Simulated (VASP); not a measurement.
Data:

```
CELL_PARAMETERS angstrom
      3.12784     0.00000     0.00000
     -1.56392     2.70879     0.00000
      0.00000     0.00000    22.32506
ATOMIC_POSITIONS crystal
  W  0.33333 0.66667 0.63565
  W  0.66667 0.33333 0.36435
  S  0.33333 0.66667 0.29440
  S  0.66667 0.33333 0.70560
  S  0.66667 0.33333 0.56559
  S  0.33333 0.66667 0.43441
```

Calculation: LDA (Ceperley-Alder, Perdew-Zunger), VASP's LDA PAW potentials (set 64) (plane waves; VASP). Numerical set-up: 400 eV cut-off, 9×9×2 Γ-centred mesh, tetrahedra with Blöchl corrections, potentials W_sv S.

The cell holds a wide vacuum, so values per volume refer to the whole cell.

Question: Estimate the energy per atom (σ→0).

Answer: 
energy per atom (σ→0): -8.736 eV/atom

Only differences to runs with the same potentials and settings are physical.

The cell is a sheet with vacuum, built from a database entry that may be metastable or hypothetical.
